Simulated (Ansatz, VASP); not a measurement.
# Cross-check of Ti2NO2 between VASP and Ansatz

Aim: how closely do two programs agree when they are given the same cell, functional and k mesh? Of the first pair: The structure shown is the end of the Ansatz relaxation below.

Program: Ansatz 0.2.0. Level of theory: plane waves, with VASP 6.6.1 beside it; single point at PBEsol. Results are calculated unless marked as measured.

## 1. The starting structure

The cell holds 5 atoms: 1 N, 2 Ti and 2 O. Cell: a = 2.969 Å, b = 2.984 Å, c = 32.600 Å, α = 90.0°, β = 90.0°, γ = 120.2°. It derives from Ti2NO2. Vacuum lies along c.

Coordinates:

```cif
data_structure
_symmetry_space_group_name_H-M 'P 1'
_symmetry_Int_Tables_number 1
_cell_length_a 2.9686
_cell_length_b 2.9844
_cell_length_c 32.6000
_cell_angle_alpha 90.000
_cell_angle_beta 90.000
_cell_angle_gamma 120.176
_cell_volume 249.69
loop_
_atom_site_label
_atom_site_type_symbol
_atom_site_fract_x
_atom_site_fract_y
_atom_site_fract_z
_atom_site_occupancy
N1 N 0.00000 0.00000 0.30675 1
Ti2 Ti 0.36269 0.68134 0.34526 1
Ti3 Ti 0.63731 0.31866 0.26824 1
O4 O 0.65406 0.32703 0.37382 1
O5 O 0.34594 0.67297 0.23968 1
```

## 2. Ansatz: relaxation, PBEsol

Ansatz runs on its PAW soft_1 files.

This run makes the geometry at which the two programs are then compared.

input.yaml

```yaml
crystal:
  lattice:
    - [2.9685519517, -0.0091193332, 0.0]
    - [-1.4921735501, 2.5845204024, 0.0]
    - [0.0, 0.0, 32.6]
  atoms:
    - { symbol: "N", position: [0.0, 0.0, 0.3067484663] }
    - { symbol: Ti, position: [0.3625731989, 0.6812865995, 0.345256076] }
    - { symbol: Ti, position: [0.6374268011, 0.3187134005, 0.2682408566] }
    - { symbol: O, position: [0.6542263092, 0.3271131546, 0.3738203291] }
    - { symbol: O, position: [0.3457736908, 0.6728868454, 0.2396766035] }
  periodic: [true, true, false]
kpoints:
  mp_grid: { grid: [14, 14, 1] }
hamiltonian:
  xc: pbesol
  pseudopotentials: { kind: paw, azcp: { folder: soft_1 }, xc_functional: pbe }
scf:
  occupations: { method: methfessel_paxton, width: 0.2 }
output:
  forces: true
  stress: true
  eigenvalues: true
relax:
  adjacent_minimum: "off"
  f_tol: 0.001
  max_steps: 60
  cell: { stress_2d_tol: 0.002 }
```

Started as:

```console
ansatz run input.yaml --threads 4 --pin off --max-ram 16384MiB --backend cpu --events-out ev --progress --plain --runs-dir out
```

Numbers of over 12 decimals in the logs are rounded to 6 here.

The log of the run:

```text
Engine: ansatz 0.2.0, aarch64-unknown-linux-gnu
Pseudopotentials: kind: paw
Pseudopotential: N, paw, valence charge 5, recommended cutoff 420 eV (normal), soft_1/N.paw.azcp
Pseudopotential: Ti, paw, valence charge 12, recommended cutoff 420 eV (normal), soft_1/Ti.paw.azcp
Pseudopotential: O, paw, valence charge 6, recommended cutoff 420 eV (normal), soft_1/O.paw.azcp
Functional definition: PBEsol
  exchange = pbesol_x
  correlation = pbesol_c
Crystal: 5 atoms, lattice volume = 249.673 Å³
Basis set: ecut = 420 eV, 4753 PW (Γ), exchange–correlation on 40×40×450 points (8 copies of the dense FFT grid, shifted against one another)
Bands: 26, of which v1, the nominal top of the filled ones, is band 21 counted from 1 (20 counted from 0)
Symmetry: 4 space group operations
Space group: C2/m (ITA 12), of the structure as read, at distance tolerance 6.3e-5 Å
k-points: 57 of 196
Non-local potential: N, projectors of the file, l = 0: 2, l = 1: 2, l = 2: 1
Non-local potential: Ti, projectors of the file, l = 0: 3, l = 1: 2, l = 2: 3, l = 3: 1
Non-local potential: O, projectors of the file, l = 0: 2, l = 1: 2, l = 2: 1
PAW form: soft (Blöchl's): semilocal exchange-correlation on the pseudo side does not see the compensation charge
PAW frozen core: N, regenerated for the run's functional, and the local potential with it (the file was generated under x = pbe(κ = 0.804, μ = 0.219515), c = pbe(β = 0.066725))
PAW frozen core: Ti, regenerated for the run's functional, and the local potential with it (the file was generated under x = pbe(κ = 0.804, μ = 0.219515), c = pbe(β = 0.066725))
PAW frozen core: O, regenerated for the run's functional, and the local potential with it (the file was generated under x = pbe(κ = 0.804, μ = 0.219515), c = pbe(β = 0.066725))
PAW one-centre angular grid: N, 110 points (default); XC on 64 Gauss nodes
PAW one-centre angular grid: Ti, 590 points (default); XC on 64 Gauss nodes
PAW one-centre angular grid: O, 110 points (default); XC on 64 Gauss nodes
Initial density: superposition of atomic densities (neutral atoms: chi_scale 0, normalization atom)
Initial wavefunctions: pseudopotential atomic-orbital guess
Functional: x = pbesol(κ = 0.804, μ = 0.123457), c = pbesol(β = 0.046)
SCF iter   1: F=—  HF=-6461.489754 eV  |F-HF|=—  |Δ(HF+E_count)|=         —  Δρ=9.45e-2  dr2=2.46e1  ethr=3.10e-3  ⟨swp⟩=9.8  Hψ=10446  notcnv=0
preconditioner: auto → LDOS  [metal: Δε(μ)=0.042 eV  Ē_g=11.896 eV  σ=0.200 eV  W_gap=0.18  n_scr=20 (ndim 8)  ℏωp=11.8 eV  f_vac=0.760  D(μ)=1.37/eV (n_scr^D=10)  β→1.0]
SCF iter   2: F=—  HF=-6463.625096 eV  |F-HF|=—  |Δ(HF+E_count)|=    2.14e0  S|Δr|=    0.00e0  Δρ=1.47e-1  dr2=5.32e1  ethr=3.10e-3  ⟨swp⟩=7.0  Hψ=5481  notcnv=0  defer=45
SCF iter   3: F=—  HF=-6455.791721 eV  |F-HF|=—  |Δ(HF+E_count)|=    7.83e0  S|Δr|=    0.00e0  Δρ=3.01e-2  dr2=1.46e0  ethr=3.10e-3  ⟨swp⟩=5.3  Hψ=4918  notcnv=0
SCF iter   4: F=—  HF=-6455.470879 eV  |F-HF|=—  |Δ(HF+E_count)|=   3.21e-1  S|Δr|=    0.00e0  Δρ=5.11e-3  dr2=5.42e-2  ethr=3.10e-3  ⟨swp⟩=2.9  Hψ=3313  notcnv=0  defer=18
SCF iter   5: F=—  HF=-6455.465178 eV  |F-HF|=—  |Δ(HF+E_count)|=   5.70e-3  S|Δr|=    0.00e0  Δρ=1.91e-3  dr2=8.25e-3  ethr=1.32e-4  ⟨swp⟩=3.3  Hψ=3128  notcnv=0  defer=18
SCF iter   6: F=—  HF=-6455.465157 eV  |F-HF|=—  |Δ(HF+E_count)|=   2.07e-5  S|Δr|=    0.00e0  Δρ=1.22e-3  dr2=4.24e-3  ethr=2.01e-5  ⟨swp⟩=2.9  Hψ=2861  notcnv=0  defer=18
SCF iter   7: F=—  HF=-6455.464534 eV  |F-HF|=—  |Δ(HF+E_count)|=   6.24e-4  S|Δr|=    0.00e0  Δρ=5.22e-4  dr2=8.25e-4  ethr=1.03e-5  ⟨swp⟩=2.7  Hψ=2399  notcnv=0  defer=18
SCF iter   8: F=—  HF=-6455.464416 eV  |F-HF|=—  |Δ(HF+E_count)|=   1.18e-4  S|Δr|=    0.00e0  Δρ=2.17e-4  dr2=1.54e-4  ethr=2.01e-6  ⟨swp⟩=2.7  Hψ=2735  notcnv=0  defer=18
SCF iter   9: F=—  HF=-6455.464382 eV  |F-HF|=—  |Δ(HF+E_count)|=   3.41e-5  S|Δr|=    0.00e0  Δρ=5.16e-5  dr2=6.93e-6  ethr=3.77e-7  ⟨swp⟩=3.2  Hψ=2814  notcnv=0  defer=19
SCF iter  10: F=—  HF=-6455.464307 eV  |F-HF|=—  |Δ(HF+E_count)|=   7.53e-5  S|Δr|=    0.00e0  Δρ=1.24e-5  dr2=5.07e-7  ethr=1.69e-8  ⟨swp⟩=3.2  Hψ=3122  notcnv=0  defer=20
iter 11 did not close the SCF: its close was put off until two iterations running show no level that it waits for move by more than its bar (scf_convergence_deferred on its scf_iter line)
SCF iter  11: F=-6455.464307 eV  HF=-6455.464307 eV  |F-HF|=8.93e-9  |Δ(HF+E_count)|=   5.13e-8  S|Δr|=    0.00e0  Δρ=1.14e-6  dr2=2.94e-9  ethr=2.44e-10  ⟨swp⟩=14.5  Hψ=11164  notcnv=0
iter 12 did not close the SCF: its close was put off until two iterations running show no level that it waits for move by more than its bar (scf_convergence_deferred on its scf_iter line)
SCF iter  12: F=-6455.464307 eV  HF=-6455.464307 eV  |F-HF|=9.44e-10  |Δ(HF+E_count)|=   9.68e-9  S|Δr|=    0.00e0  Δρ=3.52e-7  dr2=1.81e-10  ethr=7.17e-12  ⟨swp⟩=3.0  Hψ=5528  notcnv=0
[...]
SCF iter   6: F=—  HF=-6455.464309 eV  |F-HF|=—  |Δ(HF+E_count)|=  2.73e-12  S|Δr|=    0.00e0  Δρ=4.09e-8  dr2=2.53e-12  ethr=6.65e-14 (applied; sched 1.00e-12)  ⟨swp⟩=3.2  Hψ=3255  notcnv=0
SCF iter   7: F=-6455.464309 eV  HF=-6455.464309 eV  |F-HF|=6.37e-12  |Δ(HF+E_count)|=  3.18e-11  S|Δr|=    0.00e0  Δρ=6.27e-9  dr2=5.29e-14  ethr=1.00e-12  ⟨swp⟩=6.0  Hψ=9555  notcnv=0
SCF 8 converged in 7 iterations: F = -6455.464309 eV  dr2 = 5.29e-14
relax step   8: F+E_penalty+E_count = -6455.46430919 eV  Δ(F+E_penalty+E_count) = -7.191e-6 eV  max|allowed force component| = 4.426e-5 eV/Å  Δτ_max = 0.0000 Å  P = -0.000 N/m  Ω = 249.685 Å³  fix = [c, alpha, beta]  reactions: c +0.000 N/m; beta +0.000 N/m/rad  stress off target by 7.03e-3 N/m on what of the cell is left free  SCF on the basis re-selected at this cell (its energy is not comparable with the rows above)  (7 SCF iters)
[...]
relax step   9: F+E_penalty+E_count = -6455.46430846 eV  Δ(F+E_penalty+E_count) = +7.289e-7 eV  max|allowed force component| = 2.511e-4 eV/Å  Δτ_max = 0.0000 Å  P = -0.001 N/m  Ω = 249.686 Å³  energy of the carried Pulay correction = -8.245e-7 eV  fix = [c, alpha, beta]  reactions: c -0.000 N/m; beta -0.000 N/m/rad  (4 SCF iters, dr2 threshold 5.98e-11 eV, accepted)
[...]
relax step  10: F+E_penalty+E_count = -6455.46430859 eV  Δ(F+E_penalty+E_count) = -1.233e-7 eV  max|allowed force component| = 2.505e-4 eV/Å  Δτ_max = 0.0000 Å  P = -0.001 N/m  Ω = 249.686 Å³  fix = [c, alpha, beta]  reactions: c -0.000 N/m; beta -0.000 N/m/rad  stress off target by 1.35e-3 N/m on what of the cell is left free  SCF on the basis re-selected at this cell (its energy is not comparable with the rows above)  (8 SCF iters)
basis re-selected at this cell: Δ(F+E_penalty+E_count) = -1.233e-7 eV, ΔP = +0.000 N/m vs the last step (what re-selecting the basis moved, of the pressure what is left beyond the Pulay correction that the steps carried, after the strain that the cell walked since its last selection, with what the two solves' SCF thresholds leave and, on support functions, any second-order correction that the steps lacked; it is no m [...]
SCF converged after 8 iterations
Stability not checked: this state was not tested for a lower state beside it, because cold or Methfessel-Paxton smearing, or corrected tetrahedra, fill the levels in a way that the test cannot read (fill_not_monotonic; see scf.lower_state_search)
Free energy (F): -6455.464309 eV
Harris-Foulkes:  -6455.464309 eV  (|F-HF|=9.64e-11)
Internal energy: -6455.463302 eV  (E = F + TS)
E sigma→0 (E₀):  -6455.464057 eV
Entropy (-TS):   -0.001006 eV (-0.201 meV/atom)
Fermi energy:    -5.627362 eV
Step filling:    the computed levels leave a gap of 0.0042 eV = 0.0 smearing widths at the electron count; against every level under it full and every level over it empty, smearing changes F+E_penalty+E_count by +0.079 meV and its σ→0 estimate by +0.331 meV
--- Per-component energies (eV) ---
  E_band       = -1070.509146
  E_kinetic    = 1026.385807
  E_local      = -127987.212182  (includes V_loc(G=0)·N_el)
  E_nonlocal   = 260.607287
  E_hartree    = 63314.042097
  E_xc         = -433.200004
  E_vxc        = -549.608998  (∫ρ·V_xc dr)
  E_paw        = -2468.445904  (= ΣΔE_a)
  E_vpaw       = -448.767477  (= ΣTr[D̂ρ^β])
  E_aug_tail   = 0.002221  (compensation charges beyond the density's cutoff)
  E_ewald      = 59831.979933
  E_core_change = 0.377444  (= ΣΔE_core)
  E_smearing   = -0.001006  (= −TS)
  E_closure    = 0.000000  (closes the sum)
  Σ components = -6455.464309   (vs F -6455.464309, Δ=0.00e0)
--- Forces (eV/Å), atoms counted from 1 ---
  atom   1  N      0.00000000     0.00000000     0.00000000
  atom   2  Ti     0.00009065     0.00005234    -0.00021277
  atom   3  Ti    -0.00009065    -0.00005234     0.00021277
  atom   4  O      0.00000699     0.00000403     0.00025054
  atom   5  O     -0.00000699    -0.00000403    -0.00025054
  max |Σ_I F_I| component: 0.00e0 eV/Å
--- 2D stress c σ (N/m, compression-positive) ---
       -0.000392       0.000552       0.000000
        0.000552      -0.001029      -0.000000
        0.000000      -0.000000      -0.000000
  P = ½ c Tr σ = -0.0007 N/m
--- Band table (eV; the first three rows and the last of 57) ---
  k-point 0: bands = [... 17 lower, -8.5070, -8.1056, -7.9637, -5.7603, -5.4256, -4.8409, -4.6032, -4.4353, ... 1 higher]
  k-point 1: bands = [... 17 lower, -8.4839, -8.3243, -8.2031, -5.6658, -5.3754, -4.8338, -4.4943, -4.3551, ... 1 higher]
  k-point 2: bands = [... 17 lower, -9.2419, -8.6656, -8.1790, -5.7643, -5.1178, -4.6690, -4.3616, -4.0899, ... 1 higher]
  k-point 56: bands = [... 17 lower, -10.2839, -9.1465, -9.1319, -5.6872, -4.4211, -3.8894, -3.6902, -3.6537, ... 1 higher]
--- Relaxed structure (8 steps of the walk, 8 accepted, 2 SCFs on fresh bases) ---
  F+E_penalty+E_count = -6455.46430859 eV   max|allowed force component| = 2.505e-4 eV/Å   (the final SCF, on the basis selected at the relaxed cell)
  cell:  # Å, volume = 249.6865 Å³
    - [2.968630, -0.0091251, 0]
    - [-1.492218, 2.584597, 0]
    - [0, 0, 32.6]
  atoms:
    - { symbol: N, position: [0, 0, 0.306748] }
    - { symbol: Ti, position: [0.362686, 0.681343, 0.345257] }
    - { symbol: Ti, position: [0.637314, 0.318657, 0.268240] }
    - { symbol: O, position: [0.654063, 0.327032, 0.373819] }
    - { symbol: O, position: [0.345937, 0.672968, 0.239677] }
```

[end of part 1 of 3]

[Lines on the potential files, build, host, timing and source positions are cut from VASP's logs without a mark.]

[Logs are printed without paths, hosts, clocks, repeated set-up lines and the standing remarks that a program may print on its own settings, such as how far it seeks lower states.]

[Hosts, paths, dates, database ids (printed as entryN), source tags and the programs' standing remarks are cut or masked in the printed files.]
